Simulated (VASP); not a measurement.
Calculation: r2SCAN+rVV10, VASP's PBE PAW potentials (set 64) (plane waves; VASP 6.6.1).

VASP ran on this input.

POSCAR:
```
SrTiO3
1
    3.8964091187    -0.0000000000     0.0000000000
   -0.0000000000     3.8964091187     0.0000000000
   -0.0000000000    -0.0000000000     3.8964091187
Sr Ti O
1 1 3
Direct
  0.0000000000   0.0000000000   0.0000000000
  0.5000000000   0.5000000000   0.5000000000
  0.5000000000   0.0000000000   0.5000000000
  0.0000000000   0.5000000000   0.5000000000
  0.5000000000   0.5000000000   0.0000000000
```

File KPOINTS:
```
Automatic
0
gamma
 5 5 5
0 0 0
```

INCAR:
```
EDIFF=1E-6   # SCF stop (eV)
EDIFFG=-0.02   # ionic stop
NELM=100   # most electronic steps
LUSE_VDW=T
ALGO=Normal   # blocked Davidson
CPARAM=0.0093
ENCUT=520
METAGGA=R2SCAN
IBRION=2   # conjugate gradients
LMAXMIX=4   # l cut-off of mixed one-centre charges
SIGMA=0.05
ISIF=3   # ions, shape and volume
BPARAM=11.95
LCHARG=F
SYSTEM=SrTiO3
LREAL=F   # projection in real space or not
LMIXTAU=T
LWAVE=F
ISMEAR=0
PREC=Accurate
LASPH=T   # aspherical one-centre terms
NSW=60   # most ionic steps
```

POTCAR, in this order: Sr_sv Ti_sv O (PBE.64 set). Program: vasp_std.

The run wrote:

File OUTCAR:
```
 ion  position               nearest neighbor table
   1  0.000  0.000  0.000-   3 2.76   4 2.76   5 2.76   3 2.76   4 2.76   4 2.76   5 2.76   4 2.76
                             3 2.76   5 2.76   3 2.76   5 2.76   2 3.37   2 3.37   2 3.37   2 3.37
   2  0.500  0.500  0.500-   3 1.95   4 1.95   5 1.95   5 1.95   3 1.95   4 1.95   1 3.37   1 3.37
                             1 3.37   1 3.37   1 3.37   1 3.37   1 3.37   1 3.37
   3  0.500  0.000  0.500-   2 1.95   2 1.95   1 2.76   1 2.76   1 2.76   1 2.76
   4  0.000  0.500  0.500-   2 1.95   2 1.95   1 2.76   1 2.76   1 2.76   1 2.76
   5  0.500  0.500  0.000-   2 1.95   2 1.95   1 2.76   1 2.76   1 2.76   1 2.76
  LATTYP: Found a simple cubic cell.
 ALAT       =     3.8964091187
 Subroutine PRICEL returns:
 Original cell was already a primitive cell.
 Subroutine GETGRP returns: Found 48 space group operations
The static configuration has the point symmetry O_h .
The dynamic configuration has the point symmetry O_h .
 Subroutine INISYM returns: Found 48 space group operations
 Subroutine IBZKPT returns following result:
 Found     10 irreducible k-points:

 Following reciprocal coordinates:
            Coordinates               Weight
  0.000000  0.000000  0.000000      1.000000
  0.200000  0.000000  0.000000      6.000000
  0.400000  0.000000  0.000000      6.000000
  0.200000  0.200000  0.000000     12.000000
...
```

### OSZICAR
```
       N       E                     dE             d eps       ncg     rms          rms(c)
DAV:   1     0.434180935480E+03    0.43418E+03   -0.22098E+04   480   0.190E+03
DAV:   2    -0.381599601189E+02   -0.47234E+03   -0.46583E+03   568   0.516E+02
DAV:   3    -0.827672699925E+02   -0.44607E+02   -0.44447E+02   688   0.150E+02
DAV:   4    -0.851153901838E+02   -0.23481E+01   -0.23470E+01   688   0.303E+01
DAV:   5    -0.851898745355E+02   -0.74484E-01   -0.74464E-01   696   0.433E+00    0.277E+01
DAV:   6    -0.626050802559E+02    0.22585E+02   -0.44954E+01   712   0.782E+01    0.140E+01
DAV:   7    -0.616133979847E+02    0.99168E+00   -0.41358E+00   600   0.143E+01    0.713E+00
DAV:   8    -0.656239151947E+02   -0.40105E+01   -0.13120E+00   568   0.112E+01    0.231E+00
DAV:   9    -0.612902994020E+02    0.43336E+01   -0.11845E+00   544   0.942E+00    0.133E+00
DAV:  10    -0.620857486932E+02   -0.79545E+00   -0.24898E-01   600   0.429E+00    0.930E-01
DAV:  11    -0.620817498285E+02    0.39989E-02   -0.64893E-03   776   0.611E-01    0.808E-01
DAV:  12    -0.623410803566E+02   -0.25933E+00   -0.59818E-02   496   0.257E+00    0.471E-01
DAV:  13    -0.623597937255E+02   -0.18713E-01   -0.11144E-02   520   0.935E-01    0.206E-01
DAV:  14    -0.623676015442E+02   -0.78078E-02   -0.35042E-03   600   0.693E-01    0.121E-01
DAV:  15    -0.623675876749E+02    0.13869E-04   -0.59478E-04   560   0.261E-01    0.458E-02
DAV:  16    -0.623682562823E+02   -0.66861E-03   -0.43869E-04   560   0.222E-01    0.412E-02
DAV:  17    -0.623684242911E+02   -0.16801E-03   -0.11114E-04   608   0.130E-01    0.265E-02
DAV:  18    -0.623684359478E+02   -0.11657E-04   -0.53465E-05   592   0.582E-02    0.864E-03
DAV:  19    -0.623684331289E+02    0.28189E-05   -0.72120E-06   528   0.288E-02    0.530E-03
DAV:  20    -0.623684470747E+02   -0.13946E-04   -0.73908E-06   504   0.315E-02    0.426E-03
DAV:  21    -0.623684472220E+02   -0.14731E-06   -0.87285E-07   288   0.812E-03
   1 F= -.62368447E+02 E0= -.62368447E+02  d E =-.623684E+02
       N       E                     dE             d eps       ncg     rms          rms(c)
DAV:   1    -0.624062566485E+02   -0.37810E-01   -0.11542E+00   552   0.119E+01    0.179E+00
DAV:   2    -0.623732303697E+02    0.33026E-01   -0.12506E-01   584   0.354E+00    0.686E-01
DAV:   3    -0.623684554018E+02    0.47750E-02   -0.46951E-02   632   0.138E+00    0.190E-01
DAV:   4    -0.623674551803E+02    0.10002E-02   -0.54367E-03   552   0.557E-01    0.117E-01
DAV:   5    -0.623677172152E+02   -0.26203E-03   -0.17919E-03   760   0.413E-01    0.939E-02
DAV:   6    -0.623680314022E+02   -0.31419E-03   -0.74689E-04   720   0.191E-01    0.819E-02
DAV:   7    -0.623679719332E+02    0.59469E-04   -0.12114E-04   560   0.114E-01    0.288E-02
DAV:   8    -0.623680711461E+02   -0.99213E-04   -0.16836E-04   648   0.130E-01    0.107E-02
DAV:   9    -0.623680861542E+02   -0.15008E-04   -0.39155E-05   616   0.439E-02    0.623E-03
DAV:  10    -0.623680840870E+02    0.20671E-05   -0.49528E-06   552   0.213E-02    0.336E-03
DAV:  11    -0.623680854876E+02   -0.14006E-05   -0.10857E-06   264   0.116E-02    0.185E-03
DAV:  12    -0.623680851218E+02    0.36577E-06   -0.14932E-07   264   0.393E-03
   2 F= -.62368085E+02 E0= -.62368085E+02  d E =0.362100E-03
       N       E                     dE             d eps       ncg     rms          rms(c)
DAV:   1    -0.623807070568E+02   -0.12622E-01   -0.33289E-01   552   0.632E+00    0.975E-01
DAV:   2    -0.623710680842E+02    0.96390E-02   -0.35378E-02   584   0.195E+00    0.367E-01
DAV:   3    -0.623696814250E+02    0.13867E-02   -0.13092E-02   632   0.762E-01    0.101E-01
DAV:   4    -0.623694333702E+02    0.24805E-03   -0.13996E-03   544   0.288E-01    0.582E-02
DAV:   5    -0.623694880907E+02   -0.54721E-04   -0.77191E-04   776   0.245E-01    0.530E-02
DAV:   6    -0.623696145508E+02   -0.12646E-03   -0.19708E-04   584   0.129E-01    0.440E-02
DAV:   7    -0.623696202997E+02   -0.57489E-05   -0.32245E-05   560   0.530E-02    0.192E-02
DAV:   8    -0.623696502629E+02   -0.29963E-04   -0.33964E-05   664   0.552E-02    0.547E-03
DAV:   9    -0.623696538842E+02   -0.36213E-05   -0.84329E-06   648   0.186E-02    0.289E-03
DAV:  10    -0.623696548515E+02   -0.96730E-06   -0.11675E-06   264   0.990E-03
   3 F= -.62369655E+02 E0= -.62369655E+02  d E =-.120763E-02
```

File OUTCAR:
```
------------------------ aborting loop because EDIFF is reached ----------------------------------------
  FORCE on cell =-STRESS in cart. coord.  units (eV):
  Direction    XX          YY          ZZ          XY          YZ          ZX
  --------------------------------------------------------------------------------------
  Total        0.0033381      0.0033381      0.0033381     -0.0000000     -0.0000000      0.0000000
  in kB        0.0898920      0.0898920      0.0898920     -0.0000000     -0.0000000      0.0000000
  external PRESSURE =       0.0898920 kB  Pullay stress =       0.0000000 kB
  volume of cell :       59.50
      direct lattice vectors                 reciprocal lattice vectors
     3.903891136 -0.000000000 -0.000000000     0.256154684  0.000000000  0.000000000
    -0.000000000  3.903891136  0.000000000     0.000000000  0.256154684  0.000000000
    -0.000000000 -0.000000000  3.903891136     0.000000000  0.000000000  0.256154684
 POSITION                                       TOTAL-FORCE (eV/Angst)
 -----------------------------------------------------------------------------------
      0.00000      0.00000      0.00000         0.000000      0.000000      0.000000
      1.95195      1.95195      1.95195        -0.000000     -0.000000      0.000000
      1.95195     -0.00000      1.95195         0.000000     -0.000000      0.000000
     -0.00000      1.95195      1.95195        -0.000000     -0.000000      0.000000
      1.95195      1.95195     -0.00000         0.000000      0.000000      0.000000
 -----------------------------------------------------------------------------------
    total drift:                                0.000000      0.000000     -0.000000
  FREE ENERGIE OF THE ION-ELECTRON SYSTEM (eV)
  ---------------------------------------------------
  free  energy   TOTEN  =       -62.3696548515 eV

  energy  without entropy=      -62.3696548515  energy(sigma->0) =      -62.36965485

 reached required accuracy - stopping structural energy minimisation
```
(Selected blocks of OUTCAR.)

File CONTCAR:
```
SrTiO3
   1.00000000000000
     3.9038911360789763   -0.0000000000000000   -0.0000000000000000
    -0.0000000000000000    3.9038911360789763    0.0000000000000000
    -0.0000000000000000   -0.0000000000000000    3.9038911360789763
  Sr              Ti              O
     1     1     3
Direct
     0.0000000000000000    0.0000000000000000    0.0000000000000000
     0.5000000000000000    0.5000000000000000    0.5000000000000000
     0.5000000000000000    0.0000000000000000    0.5000000000000000
     0.0000000000000000    0.5000000000000000    0.5000000000000000
     0.5000000000000000    0.5000000000000000    0.0000000000000000
```

The compound is SrTiO3 in the cubic perovskite structure, the ideal cubic form; the compound distorts at low or room temperature. This run relaxes it. Symmetry was kept, so distortions that lower it aren't found.
